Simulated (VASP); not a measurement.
Computed with PBE GGA, VASP's PBE PAW potentials (set 64) (plane waves; VASP 6.6.1).

Input for VASP

File KPOINTS_OPT:
```
k-points along high-symmetry lines
8
Line-mode
Reciprocal
  0.000000   0.000000   0.000000 ! GAMMA
  0.500000   0.500000   0.500000 ! T

  0.500000   0.500000   0.500000 ! T
  0.811565   0.188435   0.500000 ! H_2

  0.500000  -0.188435   0.188435 ! H_0
  0.500000   0.000000   0.000000 ! L

  0.500000   0.000000   0.000000 ! L
  0.000000   0.000000   0.000000 ! GAMMA

  0.000000   0.000000   0.000000 ! GAMMA
  0.344218  -0.344218   0.000000 ! S_0

  0.655782   0.000000   0.344218 ! S_2
  0.500000   0.000000   0.500000 ! F

  0.500000   0.000000   0.500000 ! F
  0.000000   0.000000   0.000000 ! GAMMA
```

File POSCAR:
```
IrAu
4.557940
  0.3129830581   0.1807007113   1.0000000000
 -0.3129830581   0.1807007113   1.0000000000
  0.0000000000  -0.3614016420   1.0000000000
Ir Au
1 1
Cart
  0.0000000000   0.0000000000   0.0000000000
  0.0000000000  -0.0000001097   1.5000000000
```

### INCAR
```
# general
SYSTEM   =  IrAu
PREC     =  Accurate
ENCUT    =  300
LREAL    =  F
LASPH    =  T

# electronic loop
EDIFF    =  1E-6
NELM     =  100
ALGO     =  Normal
LMAXMIX  =  6

# smearing
ISMEAR   =  -1
SIGMA    =  0.1

# functional
GGA      =  PE

# ions
ISIF     =  2

# output
LWAVE    =  F
LCHARG   =  F
```

File KPOINTS:
```
kpoints
0
gamma
  11 11 11
```

POTCAR, in this order: Ir Au (PBE.64 set). Program: vasp_std.

### Question
What will the output report for the number of irreducible k-points (NKPTS), largest plane-wave count, number of space-group operations, FFT grid (NGX, NGY, NGZ)?

### Answer

| Item | Value |
|---|---|
| number of irreducible k-points (NKPTS) | 146 |
| largest plane-wave count | 388 |
| number of space-group operations | 12 |
| FFT grid (NGX, NGY, NGZ) | 28 × 28 × 28 |

The structure was generated: IrAu was put into an ordered model structure, which need not be its known phase. The cell was not relaxed at this level.
